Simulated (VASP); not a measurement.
All values below come from LDA (Ceperley-Alder, Perdew-Zunger), VASP's LDA PAW potentials (set 64) (plane waves; VASP).

Input for VASP

INCAR:
```
ALGO = Normal
EDIFF = 1E-6
EDIFFG = -0.02
ENCUT = 500
IBRION = 2
ISIF = 3
ISMEAR = 1
LASPH = .TRUE.
LCHARG = .FALSE.
LMAXMIX = 6
LREAL = .FALSE.
LWAVE = .FALSE.
NELM = 100
NSW = 40
PREC = Accurate
PSTRESS = 200
SIGMA = 0.1
SYSTEM = Ta
```

### POSCAR
```
Ta
1
   -1.6052657519     1.6052657519     1.6052657519
    1.6052657519    -1.6052657519     1.6052657519
    1.6052657519     1.6052657519    -1.6052657519
Ta
1
Direct
  0.0000000000   0.0000000000   0.0000000000
```

File KPOINTS:
```
K-points
0
G
16 16 16
0 0 0
```

POTCAR, in this order: Ta_pv (LDA.64 set). Program: vasp_std.

What VASP printed:

**OSZICAR**
```
       N       E                     dE             d eps       ncg     rms          rms(c)
DAV:   1     0.457122874617E+02    0.45712E+02   -0.65348E+03  2618   0.115E+03
DAV:   2    -0.125620000060E+02   -0.58274E+02   -0.57309E+02  3278   0.244E+02
DAV:   3    -0.132333350431E+02   -0.67134E+00   -0.65585E+00  2986   0.259E+01
DAV:   4    -0.132375321582E+02   -0.41971E-02   -0.41930E-02  2975   0.166E+00
DAV:   5    -0.132375634851E+02   -0.31327E-04   -0.31324E-04  2962   0.120E-01    0.156E+01
DAV:   6    -0.129079628699E+02    0.32960E+00   -0.32999E-01  2706   0.692E+00    0.775E+00
DAV:   7    -0.128039655527E+02    0.10400E+00   -0.26540E-01  2733   0.590E+00    0.423E-01
DAV:   8    -0.128019096225E+02    0.20559E-02   -0.40898E-03  2856   0.882E-01    0.643E-02
DAV:   9    -0.128018872841E+02    0.22338E-04   -0.79446E-05  2803   0.116E-01    0.290E-02
DAV:  10    -0.128018874841E+02   -0.19996E-06   -0.33044E-06  3211   0.240E-02
   1 F= -.10736411E+02 E0= -.10736407E+02  d E =-.107364E+02
       N       E                     dE             d eps       ncg     rms          rms(c)
DAV:   1    -0.137762013551E+02   -0.97431E+00   -0.47051E+01  2657   0.984E+01    0.131E+01
DAV:   2    -0.126074263703E+02    0.11688E+01   -0.14374E+00  2653   0.173E+01    0.449E+00
DAV:   3    -0.123068158484E+02    0.30061E+00   -0.86603E-01  2698   0.128E+01    0.180E+00
DAV:   4    -0.123105415651E+02   -0.37257E-02   -0.14090E-02  3209   0.131E+00    0.179E-01
DAV:   5    -0.123104812153E+02    0.60350E-04   -0.70750E-04  2757   0.341E-01    0.985E-02
DAV:   6    -0.123104864517E+02   -0.52364E-05   -0.17684E-05  2942   0.549E-02    0.668E-03
DAV:   7    -0.123104862220E+02    0.22976E-06   -0.47394E-07  1673   0.950E-03
   2 F= -.10542199E+02 E0= -.10542001E+02  d E =0.194212E+00
       N       E                     dE             d eps       ncg     rms          rms(c)
DAV:   1    -0.136029915234E+02   -0.12925E+01   -0.30748E+01  2660   0.862E+01    0.942E+00
DAV:   2    -0.129067794234E+02    0.69621E+00   -0.95586E-01  2687   0.125E+01    0.329E+00
DAV:   3    -0.127453757805E+02    0.16140E+00   -0.50926E-01  2705   0.898E+00    0.104E+00
DAV:   4    -0.127479430724E+02   -0.25673E-02   -0.54469E-03  3146   0.793E-01    0.148E-01
DAV:   5    -0.127480284388E+02   -0.85366E-04   -0.52495E-04  2823   0.275E-01    0.759E-02
DAV:   6    -0.127480372945E+02   -0.88558E-05   -0.81891E-06  3125   0.308E-02    0.520E-03
DAV:   7    -0.127480373211E+02   -0.26538E-07   -0.11926E-07  1523   0.347E-03
   3 F= -.10756213E+02 E0= -.10756231E+02  d E =-.198021E-01
       N       E                     dE             d eps       ncg     rms          rms(c)
DAV:   1    -0.127461881621E+02    0.18491E-02   -0.19580E-03  2662   0.659E-01    0.758E-02
DAV:   2    -0.127461416556E+02    0.46506E-04   -0.61055E-05  2669   0.104E-01    0.258E-02
DAV:   3    -0.127461306678E+02    0.10988E-04   -0.33861E-05  2694   0.748E-02    0.943E-03
DAV:   4    -0.127461308218E+02   -0.15408E-06   -0.38936E-07  1426   0.719E-03
   4 F= -.10756230E+02 E0= -.10756242E+02  d E =-.198193E-01
```

OUTCAR:
```
------------------------ aborting loop because EDIFF is reached ----------------------------------------
  FORCE on cell =-STRESS in cart. coord.  units (eV):
  Direction    XX          YY          ZZ          XY          YZ          ZX
  --------------------------------------------------------------------------------------
  Total        1.9844946      1.9844946      1.9844946      0.0000000      0.0000000      0.0000000
  in kB      199.4566754    199.4566754    199.4566754      0.0000000      0.0000000      0.0000000
  external PRESSURE =      -0.5433246 kB  Pullay stress =     200.0000000 kB
  volume of cell :       15.94
      direct lattice vectors                 reciprocal lattice vectors
    -1.585443044  1.585443044  1.585443044     0.000000000  0.315369260  0.315369260
     1.585443044 -1.585443044  1.585443044     0.315369260  0.000000000  0.315369260
     1.585443044  1.585443044 -1.585443044     0.315369260  0.315369260  0.000000000
 POSITION                                       TOTAL-FORCE (eV/Angst)
 -----------------------------------------------------------------------------------
      1.58544     -1.58544      1.58544         0.000000     -0.000000      0.000000
 -----------------------------------------------------------------------------------
    total drift:                               -0.000000     -0.000000      0.000000
  FREE ENERGIE OF THE ION-ELECTRON SYSTEM (eV)
  ---------------------------------------------------
  free  energy   TOTEN  =       -12.7461308218 eV

  energy  without entropy=      -12.7461655872  energy(sigma->0) =      -12.74614241
  enthalpy is  TOTEN    =       -10.7562304218 eV   P V=        1.9899004001

 reached required accuracy - stopping structural energy minimisation
```
(Selected blocks of OUTCAR.)

**CONTCAR**
```
Ta
   1.00000000000000
    -1.5854430440429126    1.5854430440429126    1.5854430440429126
     1.5854430440429126   -1.5854430440429126    1.5854430440429126
     1.5854430440429126    1.5854430440429126   -1.5854430440429126
  Ta
     1
Direct
     0.0000000000000000    1.0000000000000000    0.0000000000000000
```

Energy and stress use the plane-wave basis of the starting cell.

The compound is Ta in the bcc structure. This run relaxes it under an external pressure of 20 GPa. Symmetry was kept, so distortions that lower it aren't found.
